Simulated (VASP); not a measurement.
# Vibrations of LaB6: a test of the settings, part 2 of 2

How far do the zone-centre frequencies of LaB6 depend on the numerical settings? The starting structure is a measured crystal structure from the Crystallography Open Database.

VASP 6.6.1.

Results so far: reference A1g 1311.3 cm⁻¹.

### Step 3. Modes with a 4×4×4 mesh

Level of this step: LDA; plane waves and PAW (La, B) (VASP).

Against step 2 the input has a 4×4×4 mesh.

The input, INCAR:

```
SYSTEM = LaB6
PREC = Accurate
ENCUT = 450
EDIFF = 1E-08
NELM = 100
ISMEAR = 0
SIGMA = 0.05
LREAL = .FALSE.
ALGO = Normal
GGA = CA
NBANDS = 21
LASPH = .TRUE.
LORBIT = 11
LWAVE = .FALSE.
LCHARG = .FALSE.
KPAR = 8
IBRION = 6
NFREE = 2
POTIM = 0.015
NSW = 1
ISIF = 2
```

The input, POSCAR:

```
LaB6
1.0
    4.0992778371      0.0000000000      0.0000000000
    0.0000000000      4.0992778371      0.0000000000
    0.0000000000      0.0000000000      4.0992778371
La B
1 6
Direct
    0.0000000000      0.0000000000      0.0000000000
    0.5000000000      0.5000000000      0.8001390786
    0.5000000000      0.5000000000      0.1998609214
    0.5000000000      0.8001390786      0.5000000000
    0.8001390786      0.5000000000      0.5000000000
    0.5000000000      0.1998609214      0.5000000000
    0.1998609214      0.5000000000      0.5000000000
```

The input, KPOINTS:

```
Automatic mesh
0
Gamma
4 4 4
0 0 0
```

PAW data sets: La and B (LDA family, release 64).

On the command line:

```bash
> mpirun -np 8 vasp_std
```

Log:

```text
[banner, memory and clock lines left out]
running    8 mpi-ranks, on    1 nodes
[...]
[... a notice as in an earlier step ...]

 LDA part: xc-table for (Slater(with rela. corr.)+CA(PZ))
 , standard interpolation
 POSCAR, INCAR and KPOINTS ok, starting setup
[...]
entering main loop
       N       E                     dE             d eps       ncg     rms          rms(c)
DAV:   1     0.196696421674E+03    0.19670E+03   -0.10124E+04   436   0.156E+03
DAV:   2    -0.351997971282E+02   -0.23190E+03   -0.21554E+03   582   0.284E+02
DAV:   3    -0.588247185388E+02   -0.23625E+02   -0.22461E+02   618   0.131E+02
DAV:   4    -0.595647453769E+02   -0.74003E+00   -0.73017E+00   744   0.180E+01
[...]
DAV:  16    -0.543265095951E+02    0.30821E-06   -0.17860E-06   691   0.118E-02    0.111E-03
DAV:  17    -0.543265096080E+02   -0.12957E-07   -0.18755E-07   742   0.331E-03    0.525E-04
DAV:  18    -0.543265095989E+02    0.91247E-08   -0.39681E-08   579   0.156E-03
   1 F= -.54326510E+02 E0= -.54325477E+02  d E =-.206478E-02
[... from here on, the cycles between the ionic steps are left out ...]
   2 F= -.54325845E+02 E0= -.54324813E+02  d E =-.206437E-02
   3 F= -.54325845E+02 E0= -.54324813E+02  d E =-.206437E-02
   4 F= -.54324942E+02 E0= -.54323913E+02  d E =-.205861E-02
   5 F= -.54324942E+02 E0= -.54323913E+02  d E =-.205861E-02
   6 F= -.54323773E+02 E0= -.54322766E+02  d E =-.201397E-02
   7 F= -.54320459E+02 E0= -.54319383E+02  d E =-.215169E-02
 Finite differences progress:
  Degree of freedom:   3/  3
  Displacement:        2/  2
  Total:               6/  6
```

Elapsed: 54 s, on 8 MPI ranks of AMD EPYC 7R43, shared host; peak memory 1.5 GiB.

Parts of OUTCAR (step 3):

```text
  Total        0.1274701      0.1274701      0.1611366      0.0000000      0.0000000     -0.0000000
  in kB        2.9648108      2.9648108      3.7478533      0.0000000      0.0000000     -0.0000000
  external PRESSURE =       3.2258249 kB  Pullay stress =       0.0000000 kB

 POSITION                                       TOTAL-FORCE (eV/Angst)
 -----------------------------------------------------------------------------------
      0.00000      0.00000      0.00000         0.000000      0.000000     -0.006201
      2.04964      2.04964      3.26499         0.000000      0.000000      0.693443
      2.04964      2.04964      0.81929         0.000000      0.000000     -0.387496
      2.04964      3.27999      2.04964         0.000000      0.154805     -0.074936
      3.27999      2.04964      2.04964         0.154805      0.000000     -0.074936
      2.04964      0.81929      2.04964         0.000000     -0.154805     -0.074936
      0.81929      2.04964      2.04964        -0.154805      0.000000     -0.074936
 -----------------------------------------------------------------------------------
    total drift:                                0.000000     -0.000000      0.000055

  FREE ENERGIE OF THE ION-ELECTRON SYSTEM (eV)
  ---------------------------------------------------
  free  energy   TOTEN  =       -54.3204588530 eV

  energy  without entropy=      -54.3183071674  energy(sigma->0) =      -54.31938301

[... 1 part as in an earlier step ...]

[... 2 further parts left out ...]
[key lines of the parts left out:]
E-fermi :   8.9024
```

The last energy, forces and stress in OUTCAR belong to the last displaced cell, not to that of POSCAR.

With a 4×4×4 mesh the modes are at the top A1g 1317.6, Eg 1150.5 cm⁻¹, at the bottom T2u 522.4, T1u (1) 190.0 cm⁻¹, with 3 more of the listed ones between; the largest shift is -6.5 cm⁻¹, in T2u, from the reference.

### Step 4. Modes with a cutoff of 320 eV

Against step 2 the input has ENCUT = 320.

Changes to INCAR since step 3:

```diff
@@ -2,3 +2,3 @@
 PREC = Accurate
-ENCUT = 450
+ENCUT = 320
 EDIFF = 1E-08
```

POSCAR is that of step 3.

The input, KPOINTS:

```
Automatic mesh
0
Gamma
8 8 8
0 0 0
```

On the command line:

```bash
> mpirun -np 8 vasp_std
```

Log:

```text
[... set-up lines as in an earlier step ...]
 entering main loop
       N       E                     dE             d eps       ncg     rms          rms(c)
DAV:   1     0.172810294933E+03    0.17281E+03   -0.81299E+03  1526   0.119E+03
DAV:   2    -0.360176647025E+02   -0.20883E+03   -0.19294E+03  1906   0.266E+02
DAV:   3    -0.587773719876E+02   -0.22760E+02   -0.21644E+02  2170   0.120E+02
DAV:   4    -0.595950821047E+02   -0.81771E+00   -0.80827E+00  2724   0.190E+01
[...]
DAV:  17    -0.543502884878E+02   -0.57337E-08   -0.27574E-06  2495   0.146E-02    0.188E-03
DAV:  18    -0.543502883673E+02    0.12048E-06   -0.52165E-07  2492   0.660E-03    0.535E-04
DAV:  19    -0.543502883653E+02    0.20193E-08   -0.52532E-08  2336   0.160E-03
   1 F= -.54350288E+02 E0= -.54349785E+02  d E =-.100646E-02
[... from here on, the cycles between the ionic steps are left out ...]
   2 F= -.54349603E+02 E0= -.54349100E+02  d E =-.100728E-02
   3 F= -.54349603E+02 E0= -.54349100E+02  d E =-.100728E-02
   4 F= -.54348721E+02 E0= -.54348224E+02  d E =-.994888E-03
   5 F= -.54348721E+02 E0= -.54348224E+02  d E =-.994888E-03
   6 F= -.54345873E+02 E0= -.54345370E+02  d E =-.100564E-02
   7 F= -.54345919E+02 E0= -.54345427E+02  d E =-.982769E-03
 Finite differences progress:
  Degree of freedom:   3/  3
  Displacement:        2/  2
  Total:               6/  6
```

The job ended after 92 s (8 MPI ranks; peak memory 2.2 GiB; 12 min of CPU time).

OUTCAR, selected parts (step 4):

```text
  Total       -0.4929723     -0.4929723     -0.4551309      0.0000000     -0.0000000     -0.0000000
  in kB      -11.4659773    -11.4659773    -10.5858286      0.0000000     -0.0000000     -0.0000000
  external PRESSURE =     -11.1725944 kB  Pullay stress =       0.0000000 kB

 POSITION                                       TOTAL-FORCE (eV/Angst)
 -----------------------------------------------------------------------------------
      0.00000      0.00000      0.00000        -0.000000      0.000000     -0.006152
      2.04964      2.04964      3.26499        -0.000000      0.000000      0.582147
      2.04964      2.04964      0.81929        -0.000000      0.000000     -0.275850
      2.04964      3.27999      2.04964        -0.000000      0.039284     -0.075036
      3.27999      2.04964      2.04964         0.039284      0.000000     -0.075036
      2.04964      0.81929      2.04964        -0.000000     -0.039284     -0.075036
      0.81929      2.04964      2.04964        -0.039284      0.000000     -0.075036
 -----------------------------------------------------------------------------------
    total drift:                                0.000000     -0.000000      0.000010

  FREE ENERGIE OF THE ION-ELECTRON SYSTEM (eV)
  ---------------------------------------------------
  free  energy   TOTEN  =       -54.3459186254 eV

  energy  without entropy=      -54.3449358560  energy(sigma->0) =      -54.34542724

[... 1 part as in an earlier step ...]

[... 2 further parts left out ...]
[key lines of the parts left out:]
E-fermi :   8.8373
```

With a cutoff of 320 eV the modes are at the top A1g 1309.0, Eg 1154.9 cm⁻¹, at the bottom T2u 527.7, T1u (1) 193.3 cm⁻¹, with 3 more of the listed ones between; the largest shift is -2.3 cm⁻¹, in A1g, from the reference.

### Step 5. Modes with a 10×10×10 mesh

Against step 2 the input has a 10×10×10 mesh.

Changes to INCAR since step 4:

```diff
@@ -2,3 +2,3 @@
 PREC = Accurate
-ENCUT = 320
+ENCUT = 450
 EDIFF = 1E-08
```

POSCAR is that of step 4.

The input, KPOINTS:

```
Automatic mesh
0
Gamma
10 10 10
0 0 0
```

On the command line:

```bash
> mpirun -np 8 vasp_std
```

Log:

```text
[... set-up lines as in an earlier step ...]
 entering main loop
       N       E                     dE             d eps       ncg     rms          rms(c)
DAV:   1     0.202310010365E+03    0.20231E+03   -0.10360E+04  2440   0.160E+03
DAV:   2    -0.246121202444E+02   -0.22692E+03   -0.20460E+03  2915   0.286E+02
DAV:   3    -0.583809907112E+02   -0.33769E+02   -0.30508E+02  3418   0.142E+02
DAV:   4    -0.596271251330E+02   -0.12461E+01   -0.12380E+01  4382   0.254E+01
[...]
DAV:  17    -0.543827660934E+02    0.47747E-06   -0.24737E-06  4046   0.131E-02    0.206E-03
DAV:  18    -0.543827661003E+02   -0.69736E-08   -0.20962E-07  4161   0.380E-03    0.668E-04
DAV:  19    -0.543827660978E+02    0.25771E-08   -0.11264E-08  2579   0.769E-04
   1 F= -.54382766E+02 E0= -.54382038E+02  d E =-.145575E-02
[... from here on, the cycles between the ionic steps are left out ...]
   2 F= -.54382077E+02 E0= -.54381349E+02  d E =-.145606E-02
   3 F= -.54382077E+02 E0= -.54381349E+02  d E =-.145606E-02
   4 F= -.54381187E+02 E0= -.54380459E+02  d E =-.145497E-02
   5 F= -.54381187E+02 E0= -.54380459E+02  d E =-.145497E-02
   6 F= -.54378493E+02 E0= -.54377773E+02  d E =-.143847E-02
   7 F= -.54378283E+02 E0= -.54377572E+02  d E =-.142266E-02
 Finite differences progress:
  Degree of freedom:   3/  3
  Displacement:        2/  2
  Total:               6/  6
```

Wall time 4.5 min (8 MPI ranks); peak memory 5.1 GiB; 36 min of CPU time.

OUTCAR, selected parts (step 5):

```text
  Total        0.0719902      0.0719902      0.1207174      0.0000000      0.0000000     -0.0000000
  in kB        1.6744093      1.6744093      2.8077503      0.0000000      0.0000000     -0.0000000
  external PRESSURE =       2.0521897 kB  Pullay stress =       0.0000000 kB

 POSITION                                       TOTAL-FORCE (eV/Angst)
 -----------------------------------------------------------------------------------
      0.00000      0.00000      0.00000        -0.000000      0.000000     -0.006099
      2.04964      2.04964      3.26499         0.000000      0.000000      0.588843
      2.04964      2.04964      0.81929         0.000000      0.000000     -0.281440
      2.04964      3.27999      2.04964         0.000000      0.048410     -0.075326
      3.27999      2.04964      2.04964         0.048410      0.000000     -0.075326
      2.04964      0.81929      2.04964        -0.000000     -0.048410     -0.075326
      0.81929      2.04964      2.04964        -0.048410      0.000000     -0.075326
 -----------------------------------------------------------------------------------
    total drift:                                0.000000     -0.000000      0.000032

  FREE ENERGIE OF THE ION-ELECTRON SYSTEM (eV)
  ---------------------------------------------------
  free  energy   TOTEN  =       -54.3782832588 eV

  energy  without entropy=      -54.3768605961  energy(sigma->0) =      -54.37757193

[... 1 part as in an earlier step ...]

[... 2 further parts left out ...]
[key lines of the parts left out:]
E-fermi :   8.8956
```

With a 10×10×10 mesh the modes are at the top A1g 1307.5, Eg 1150.4 cm⁻¹, at the bottom T2u 529.6, T1u (1) 193.6 cm⁻¹, with 3 more of the listed ones between; the largest shift is -4.6 cm⁻¹, in Eg, from the reference.

### Step 6. Modes with a smearing width of 0.02 eV

Against step 2 the input has SIGMA = 0.02.

Changes to INCAR since step 5:

```diff
@@ -6,3 +6,3 @@
 ISMEAR = 0
-SIGMA = 0.05
+SIGMA = 0.02
 LREAL = .FALSE.
```

POSCAR is that of step 5.

The input, KPOINTS:

```
Automatic mesh
0
Gamma
8 8 8
0 0 0
```

On the command line:

```bash
> mpirun -np 8 vasp_std
```

Log:

```text
[... set-up lines as in an earlier step ...]
 entering main loop
       N       E                     dE             d eps       ncg     rms          rms(c)
DAV:   1     0.200125386979E+03    0.20013E+03   -0.10324E+04  1542   0.158E+03
DAV:   2    -0.298668034417E+02   -0.22999E+03   -0.20846E+03  1872   0.289E+02
DAV:   3    -0.585874031588E+02   -0.28721E+02   -0.26301E+02  2166   0.139E+02
DAV:   4    -0.596398895371E+02   -0.10525E+01   -0.10460E+01  2710   0.230E+01
[...]
DAV:  17    -0.543919995860E+02    0.86315E-07   -0.30269E-07  2613   0.412E-03    0.145E-03
DAV:  18    -0.543919995632E+02    0.22785E-07   -0.14429E-07  2535   0.360E-03    0.152E-04
DAV:  19    -0.543919995651E+02   -0.18849E-08   -0.94207E-09  1845   0.794E-04
   1 F= -.54392000E+02 E0= -.54391861E+02  d E =-.277738E-03
[... from here on, the cycles between the ionic steps are left out ...]
   2 F= -.54391306E+02 E0= -.54391167E+02  d E =-.278044E-03
   3 F= -.54391306E+02 E0= -.54391167E+02  d E =-.278045E-03
   4 F= -.54390436E+02 E0= -.54390303E+02  d E =-.267143E-03
   5 F= -.54390436E+02 E0= -.54390303E+02  d E =-.267143E-03
   6 F= -.54387592E+02 E0= -.54387460E+02  d E =-.265129E-03
   7 F= -.54387630E+02 E0= -.54387504E+02  d E =-.250136E-03
 Finite differences progress:
  Degree of freedom:   3/  3
  Displacement:        2/  2
  Total:               6/  6
```

Elapsed: 2.3 min, on 8 MPI ranks; peak memory 3.3 GiB; 18 min of CPU time.

OUTCAR, selected parts (step 6):

```text
  Total        0.0570405      0.0570405      0.0945947      0.0000000      0.0000000      0.0000000
  in kB        1.3266975      1.3266975      2.2001646      0.0000000      0.0000000      0.0000000
  external PRESSURE =       1.6178532 kB  Pullay stress =       0.0000000 kB

 POSITION                                       TOTAL-FORCE (eV/Angst)
 -----------------------------------------------------------------------------------
      0.00000      0.00000      0.00000         0.000000      0.000000     -0.006125
      2.04964      2.04964      3.26499         0.000000      0.000000      0.582089
      2.04964      2.04964      0.81929         0.000000      0.000000     -0.274487
      2.04964      3.27999      2.04964         0.000000      0.040984     -0.075369
      3.27999      2.04964      2.04964         0.040984      0.000000     -0.075369
      2.04964      0.81929      2.04964        -0.000000     -0.040984     -0.075369
      0.81929      2.04964      2.04964        -0.040984      0.000000     -0.075369
 -----------------------------------------------------------------------------------
    total drift:                                0.000000     -0.000000      0.000011

  FREE ENERGIE OF THE ION-ELECTRON SYSTEM (eV)
  ---------------------------------------------------
  free  energy   TOTEN  =       -54.3876295653 eV

  energy  without entropy=      -54.3873794297  energy(sigma->0) =      -54.38750450

[... 2 parts as in an earlier step ...]

[... 1 further part left out ...]
[key lines of the parts left out:]
E-fermi :   8.8411
```

With a smearing width of 0.02 eV the modes are at the top A1g 1311.4, Eg 1151.1 cm⁻¹, at the bottom T2u 528.7, T1u (1) 194.3 cm⁻¹, with 3 more of the listed ones between; the largest shift is -5.4 cm⁻¹, in T2g, from the reference.

### Step 7. All runs side by side

| run | A1g | Eg | T1u (2) | T2g | T1g | T2u | T1u (1) | core minutes |
| --- | --- | --- | --- | --- | --- | --- | --- | --- |
| reference | 1311.3 | 1155.0 | 873.3 | 717.5 | 574.7 | 528.9 | 194.1 | 13.5 |
| a 4×4×4 mesh | 1317.6 | 1150.5 | 870.4 | 720.0 | 575.7 | 522.4 | 190.0 | 7.2 |
| a cutoff of 320 eV | 1309.0 | 1154.9 | 871.3 | 715.8 | 575.0 | 527.7 | 193.3 | 12.3 |
| a 10×10×10 mesh | 1307.5 | 1150.4 | 873.0 | 721.5 | 574.8 | 529.6 | 193.6 | 36.0 |
| a smearing width of 0.02 eV | 1311.4 | 1151.1 | 873.3 | 712.1 | 574.7 | 528.7 | 194.3 | 18.0 |

Modes are in cm⁻¹, degenerate ones as one, matched between runs by symmetry and order. A number in brackets counts the listed modes of one symmetry from the lowest. The symmetry labels come from an automatic analysis and can be wrong where levels nearly coincide. Core minutes are wall time times ranks of the run shown, on a shared host.

### Step 8. Results

* A1g, reference: 1311.3 cm⁻¹
* T1u (1), reference: 194.1 cm⁻¹
* A1g, a 4×4×4 mesh: 1317.6 cm⁻¹
* T1u (1), a 4×4×4 mesh: 190.0 cm⁻¹
* A1g, a cutoff of 320 eV: 1309.0 cm⁻¹
* T1u (1), a cutoff of 320 eV: 193.3 cm⁻¹
* A1g, a 10×10×10 mesh: 1307.5 cm⁻¹
* T1u (1), a 10×10×10 mesh: 193.6 cm⁻¹
* A1g, a smearing width of 0.02 eV: 1311.4 cm⁻¹
* T1u (1), a smearing width of 0.02 eV: 194.3 cm⁻¹

What this shows: The largest change comes with a 4×4×4 mesh: -6.5 cm⁻¹ in T2u. On finer settings the modes change by up to -4.6 cm⁻¹ in Eg with a 10×10×10 mesh. These runs have no gap; if the crystal is a semiconductor, they miss the splitting of its polar modes and hang more on mesh and smearing. Other changes move the modes by more: -6.5 cm⁻¹ in T2u with a 4×4×4 mesh and -5.4 cm⁻¹ in T2g with a smearing width of 0.02 eV. Further runs on this material are not shown.

[Lines on the potential files, build, host, timing and source positions are cut from VASP's logs without a mark.]

[Logs are printed without paths, hosts, clocks, repeated set-up lines and the standing remarks that a program may print on its own settings, such as how far it seeks lower states.]

[Hosts, paths, dates, database ids (printed as entryN), source tags and the programs' standing remarks are cut or masked in the printed files.]
